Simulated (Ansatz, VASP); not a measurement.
# Cross-check of Ge (Germanium) between VASP and Ansatz, part 2 of 2

One calculation is typed for both programs; each brings its own data sets. How far apart do they land? The cell is taken from a series of runs on this material, whose earlier steps may have relaxed, scaled, displaced or heated it; both programs get it as it stands.

VASP 6.6.1 and Ansatz 0.2.0.

So far: The starting structure; VASP: zone-centre phonons, PBEsol.

## Step 2: VASP: zone-centre phonons, PBEsol (continued)

Level of this step: PBEsol; plane waves and PAW (Ge_d) (VASP).

Numbers of over 12 decimals in the logs are rounded to 6 here.

OUTCAR, selected parts (step 2):

```text
ion  position               nearest neighbor table
   1  0.499  0.499  0.499-   2 2.46   2 2.49   2 2.49   2 2.49
   2  0.751  0.751  0.751-   1 2.46   1 2.49   1 2.49   1 2.49

  LATTYP: Found a trigonal (rhomboedric) cell.
 ALAT       =     4.0189321394
 COS(alpha) =     0.4812787160

 Subroutine GETGRP returns: Found 12 space group operations
 (whereof  6 operations were pure point group operations)

The static configuration has the point symmetry C_3v.
 The point group associated with its full space group is D_3d.

   k-points           NKPTS =   1728   k-points in BZ     NKDIM =   1728   number of bands    NBANDS=     20

   dimension x,y,z NGX =    30 NGY =   30 NGZ =   30
   dimension x,y,z NGXF=    60 NGYF=   60 NGZF=   60

   ENCUT  =  500.0 eV  36.75 Ry    6.06 a.u.   7.33  7.33  7.33*2*pi/ulx,y,z

   NELECT =      28.0000    total number of electrons

 k-points in reciprocal lattice and weights: Points of the shifted mesh
   0.04166667  0.04166667  0.04166667       0.001
   0.04166667  0.04166667  0.12500000       0.001
   0.04166667  0.04166667  0.20833333       0.001
   0.04166667  0.04166667  0.29166667       0.001
   0.04166667  0.04166667  0.37500000       0.001
   0.04166667  0.04166667  0.45833333       0.001
   0.04166667  0.04166667  0.54166667       0.001
   0.04166667  0.04166667  0.62500000       0.001
   0.04166667  0.04166667  0.70833333       0.001
[...]
0.95833333  0.95833333  0.87500000       0.001
   0.95833333  0.95833333  0.95833333       0.001

 average (electrostatic) potential at core
       1 -74.5199       2 -74.5199

  Total       -0.6042857     -0.6042857     -0.6042857      0.2830279      0.2830279      0.2830279
  in kB      -20.5246435    -20.5246435    -20.5246435      9.6130792      9.6130792      9.6130792
  external PRESSURE =     -20.5246435 kB  Pullay stress =       0.0000000 kB

  energy-cutoff  :      500.00
  volume of cell :       47.17
      direct lattice vectors                 reciprocal lattice vectors
    -0.052960266  2.841567415  2.841567415    -0.171114877  0.174364632  0.174364632
     2.841567415 -0.052960266  2.841567415     0.174364632 -0.171114877  0.174364632
     2.841567415  2.841567415 -0.052960266     0.174364632  0.174364632 -0.171114877

 POSITION                                       TOTAL-FORCE (eV/Angst)
 -----------------------------------------------------------------------------------
      2.80767      2.80767      2.80767         0.000824      0.000824      0.000824
      4.23005      4.23005      4.23005        -0.000824     -0.000824     -0.000824
 -----------------------------------------------------------------------------------
    total drift:                               -0.000000     -0.000000     -0.000000

 Eigenvectors and eigenvalues of the dynamical matrix
 ----------------------------------------------------

   1 f  =    7.742594 THz    48.648150 2PiTHz  258.265123 cm-1    32.020780 meV
             X         Y         Z           dx          dy          dz
      2.807673  2.807673  2.807673     0.500000   -0.500000    0.000000
      4.230046  4.230046  4.230046    -0.500000    0.500000   -0.000000

   2 f  =    7.742594 THz    48.648150 2PiTHz  258.265123 cm-1    32.020780 meV
             X         Y         Z           dx          dy          dz
      2.807673  2.807673  2.807673    -0.288675   -0.288675    0.577350
      4.230046  4.230046  4.230046     0.288675    0.288675   -0.577350

   3 f  =    7.066287 THz    44.398790 2PiTHz  235.705960 cm-1    29.223801 meV
             X         Y         Z           dx          dy          dz
      2.807673  2.807673  2.807673    -0.408248   -0.408248   -0.408248
      4.230046  4.230046  4.230046     0.408248    0.408248    0.408248

   4 f  =    0.000000 THz     0.000001 2PiTHz    0.000004 cm-1     0.000000 meV
             X         Y         Z           dx          dy          dz
      2.807673  2.807673  2.807673    -0.591217    0.385636    0.041809
      4.230046  4.230046  4.230046    -0.591217    0.385636    0.041809

   5 f  =    0.000000 THz     0.000001 2PiTHz    0.000003 cm-1     0.000000 meV
             X         Y         Z           dx          dy          dz
      2.807673  2.807673  2.807673    -0.053944   -0.006265   -0.705018
      4.230046  4.230046  4.230046    -0.053944   -0.006265   -0.705018

   6 f/i=    0.000000 THz     0.000000 2PiTHz    0.000001 cm-1     0.000000 meV
             X         Y         Z           dx          dy          dz
      2.807673  2.807673  2.807673     0.384126    0.592660   -0.034658
      4.230046  4.230046  4.230046     0.384126    0.592660   -0.034658

 ELASTIC MODULI CONTR FROM IONIC RELAXATION (kBar)
 Direction    XX          YY          ZZ          XY          YZ          ZX
 --------------------------------------------------------------------------------
 XX          -3.0133      0.8302      0.8302     -0.8563    -25.9702      4.5615
 YY           0.8302     -3.0133      0.8302      4.5615     -0.8563    -25.9702
 ZZ           0.8302      0.8302     -3.0133    -25.9702      4.5615     -0.8563
 XY          -0.8563      4.5615    -25.9702   -260.2250    -53.0911    -53.0911
 YZ         -25.9702     -0.8563      4.5615    -53.0911   -260.2250    -53.0911
 ZX           4.5615    -25.9702     -0.8563    -53.0911    -53.0911   -260.2250
 --------------------------------------------------------------------------------
```

## Step 3: Ansatz: zone-centre phonons, PBEsol

Ansatz runs on its PAW soft_1 files.

The same cell, functional, mesh and smearing now go to Ansatz, which takes its cutoff from its data sets.

File input.yaml:

```yaml
crystal:
  lattice:
    - [-0.0529602659, 2.8415674153, 2.8415674153]
    - [2.8415674153, -0.0529602659, 2.8415674153]
    - [2.8415674153, 2.8415674153, -0.0529602659]
  atoms:
    - { symbol: Ge, position: [0.4986830428, 0.4986830428, 0.4986830428] }
    - { symbol: Ge, position: [0.7513169572, 0.7513169572, 0.7513169572] }
kpoints:
  mp_grid: { grid: [12, 12, 12], shift: [0.5, 0.5, 0.5] }
hamiltonian:
  xc: pbesol
  pseudopotentials: { kind: paw, azcp: { folder: soft_1 }, xc_functional: pbe }
scf:
  occupations: { method: gaussian, width: 0.015 }
output:
  eigenvalues: true
phonons:
  method: dfpt
```

Launch:

```
> ansatz run input.yaml --threads 4 --pin off --max-ram 10240MiB --backend cpu --events-out ev --progress --plain --runs-dir out
```

Log:

```text
Engine: ansatz 0.2.0, aarch64-unknown-linux-gnu
Pseudopotentials: kind: paw
Pseudopotential: Ge, paw, valence charge 14, recommended cutoff 420 eV (normal), soft_1/Ge.paw.azcp
Functional definition: PBEsol
  exchange = pbesol_x
  correlation = pbesol_c
Crystal: 2 atoms, lattice volume = 47.171 Å³
Basis set: ecut = 420 eV, 929 PW (Γ), exchange–correlation on 64×64×64 points (8 copies of the dense FFT grid, shifted against one another)
Bands: 18, of which v1, the nominal top of the filled ones, is band 14 counted from 1 (13 counted from 0)
Symmetry: 12 space group operations
k-points: 468 of 1728 (irreducible under 2 space group operations, time reversal used)
Non-local potential: Ge, projectors of the file, l = 0: 2, l = 1: 2, l = 2: 3, l = 3: 1
PAW form: soft (Blöchl's): semilocal exchange-correlation on the pseudo side does not see the compensation charge
PAW frozen core: Ge, regenerated for the run's functional, and the local potential with it (the file was generated under x = pbe(κ = 0.804, μ = 0.219515), c = pbe(β = 0.066725))
PAW one-centre angular grid: Ge, 590 points (default); XC on 64 Gauss nodes
Initial density: superposition of atomic densities (chi_scale 0.1, normalization cell)
Initial wavefunctions: pseudopotential atomic-orbital guess
Functional: x = pbesol(κ = 0.804, μ = 0.123457), c = pbesol(β = 0.046)
SCF iter   1: F=—  HF=-8507.055736 eV  |F-HF|=—  |Δ(HF+E_count)|=         —  Δρ=3.33e-2  dr2=4.19e-1  ethr=3.10e-3  ⟨swp⟩=6.0  Hψ=38594  notcnv=0
preconditioner: auto → none  [insulator: Δε(μ)=0.079 eV  Ē_g=23.105 eV  σ=0.015 eV  W_gap=0.51  n_scr=14 (ndim 8)  ℏωp=28.6 eV  f_vac=0.000  D(μ)=0.19/eV (n_scr^D=0)  ε∞_Penn≈2.5]
SCF iter   2: F=—  HF=-8506.996654 eV  |F-HF|=—  |Δ(HF+E_count)|=   5.91e-2  Δρ=1.60e-2  dr2=8.04e-2  ethr=1.50e-3  ⟨swp⟩=2.0  Hψ=13840  notcnv=0
SCF iter   3: F=—  HF=-8506.989973 eV  |F-HF|=—  |Δ(HF+E_count)|=   6.68e-3  Δρ=1.37e-3  dr2=2.77e-4  ethr=2.87e-4  ⟨swp⟩=2.2  Hψ=10879  notcnv=0
SCF iter   4: F=—  HF=-8506.990216 eV  |F-HF|=—  |Δ(HF+E_count)|=   2.43e-4  Δρ=2.52e-4  dr2=2.51e-5  ethr=9.91e-7  ⟨swp⟩=2.5  Hψ=16593  notcnv=0
SCF iter   5: F=—  HF=-8506.990214 eV  |F-HF|=—  |Δ(HF+E_count)|=   2.07e-6  Δρ=7.45e-5  dr2=3.04e-6  ethr=8.95e-8  ⟨swp⟩=2.0  Hψ=14978  notcnv=0
SCF iter   6: F=—  HF=-8506.990213 eV  |F-HF|=—  |Δ(HF+E_count)|=   1.23e-6  Δρ=1.15e-5  dr2=5.90e-8  ethr=1.09e-8  ⟨swp⟩=2.0  Hψ=14978  notcnv=0
SCF iter   7: F=—  HF=-8506.990213 eV  |F-HF|=—  |Δ(HF+E_count)|=   3.17e-8  Δρ=3.07e-6  dr2=4.26e-9  ethr=2.11e-10  ⟨swp⟩=2.0  Hψ=14978  notcnv=0
SCF iter   8: F=—  HF=-8506.990213 eV  |F-HF|=—  |Δ(HF+E_count)|=   2.72e-9  Δρ=6.51e-7  dr2=1.29e-10  ethr=1.52e-11  ⟨swp⟩=2.0  Hψ=14978  notcnv=0
SCF iter   9: F=-8506.990213 eV  HF=-8506.990213 eV  |F-HF|=0.00e0  |Δ(HF+E_count)|=  1.24e-10  Δρ=6.70e-8  dr2=1.78e-12  ethr=1.00e-12  ⟨swp⟩=5.8  Hψ=32920  notcnv=0
SCF 1 converged in 9 iterations: F = -8506.990213 eV  dr2 = 1.78e-12
  greatest PAW one-centre occupation: 0.998 electrons in one spin orbital (limit 2), on the Ge atom at site 1 (counted from 0), in its partial waves of l = 2
DFPT response loops at Γ: preconditioner auto → Kerker (q_TF=auto, 2.501 Å⁻¹) (partly filled bands, converged f_vac=0.069); β = 1.00, the filter's whole step (`scf.mixing.beta` (0.50) is not read by the response loops under this deck's `scf.mixing.preconditioner`; to damp them name `kerker` or `kerker_dos`, under which they read `scf.mixing.beta`, and type it under 1.00, their step now; both keys bind the ground state too); Broyden in place of MSR1
SCF converged after 9 iterations
Free energy (F): -8506.990213 eV
Harris-Foulkes:  -8506.990213 eV  (|F-HF|=0.00e0)
Internal energy: -8506.990164 eV  (E = F + TS)
E sigma→0 (E₀):  -8506.990189 eV
Entropy (-TS):   -0.000049 eV (-0.024 meV/atom)
Fermi energy:    7.762208 eV
--- Per-component energies (eV) ---
  E_band       = -316.653072
  E_kinetic    = 184.736656
  E_local      = -4562.445647  (includes V_loc(G=0)·N_el)
  E_nonlocal   = 438.227202
  E_hartree    = 2167.505283
  E_xc         = -141.741010
  E_vxc        = -129.719045  (∫ρ·V_xc dr)
  E_paw        = -3944.299473  (= ΣΔE_a)
  E_vpaw       = -582.462850  (= ΣTr[D̂ρ^β])
  E_aug_tail   = 0.000032  (compensation charges beyond the density's cutoff)
  E_ewald      = -2650.809084
  E_core_change = 1.835876  (= ΣΔE_core)
  E_smearing   = -0.000049  (= −TS)
  E_closure    = -0.000000  (closes the sum)
  Σ components = -8506.990213   (vs F -8506.990213, Δ=0.00e0)
--- Band table (eV; the first three rows and the last of 468) ---
  k-point 0: bands = [... 10 lower, -4.5862, 7.0361, 7.7589, 7.7589, 8.3027, 10.3658, 10.3658, 10.6640]
  k-point 1: bands = [... 10 lower, -4.4774, 5.8404, 7.4860, 7.7001, 8.7703, 10.4751, 10.6167, 11.2463]
  k-point 2: bands = [... 10 lower, -4.2122, 4.3309, 7.1080, 7.4150, 8.7810, 10.8808, 11.1531, 12.2645]
  k-point 467: bands = [... 10 lower, -2.6407, 0.4433, 6.3716, 6.4823, 8.2353, 11.5893, 11.6392, 14.9900]
--- Phonons (Γ-DFPT): 1 representative perturbation + reference, on 468 of 1728 k-points (Σ response iterations 3) ---
  k mesh reduced under 2 symmetry operations, with k and −k counted as one. Each operation leaves every solved perturbation unchanged. A smaller set is not used because it would not reduce the number of displacements times k-points to solve
  ASR residual: 3.689e-5 → 0.000e0 eV/Å²; symmetrization residual: 1.036e-12 eV/Å²
  ASR residual per site (eV/Å²): 3.69e-5 3.69e-5
  Γ frequencies (cm⁻¹): 0.00 0.00 0.00 213.36 244.36 244.36
  non-analytic LO–TO correction: not included (Born effective charges unavailable; polar crystals: no LO–TO splitting at Γ)
```

In the SCF lines HF is the Harris–Foulkes energy and dr2 the Hartree energy of the density residual, in eV; the loop may stop once dr2 is under the threshold and the program's other checks hold. Hψ counts applications of the Hamiltonian.

## Step 4: Side by side

Known differences besides the potentials themselves: the cutoff is 420 eV in Ansatz and 500 eV in VASP; Ansatz makes its cores anew for this functional, VASP keeps those of its PBE data sets. Total energies have different zeros and are not compared.

Both answers:

```csv
quantity,Ansatz,VASP,difference
optical mode 1 (cm⁻¹),213.4,235.7,-9.48 %
optical mode 2 to 3 (cm⁻¹),244.4,258.3,-5.38 %
```

Modes are paired by rising frequency, not by their patterns, so a pair may set unlike modes beside each other; they are those without the splitting of longitudinal modes.

## Step 5: What came out

```yaml
r_m_s_difference_of_the_optical_zone_centre_modes_each_program_s_sorted_by_frequency_zone_centre_phonons_pbesol: 17 cm⁻¹
difference_in_optical_mode_1_zone_centre_phonons_pbesol: -9.5 %
```

The r.m.s. difference of the optical zone-centre modes, each program's sorted by frequency is 17 cm⁻¹ (zone-centre phonons, PBEsol). Among the rows given in per cent, the largest difference of the zone-centre phonons, PBEsol pair is in optical mode 1, -9.5 %. What causes the difference of the zone-centre phonons, PBEsol pair stays open here. How closely two codes agree says nothing of how well the functional describes the real material.

[Lines on the potential files, build, host, timing and source positions are cut from VASP's logs without a mark.]

[Logs are printed without paths, hosts, clocks, repeated set-up lines and the standing remarks that a program may print on its own settings, such as how far it seeks lower states.]

[Hosts, paths, dates, database ids (printed as entryN), source tags and the programs' standing remarks are cut or masked in the printed files.]
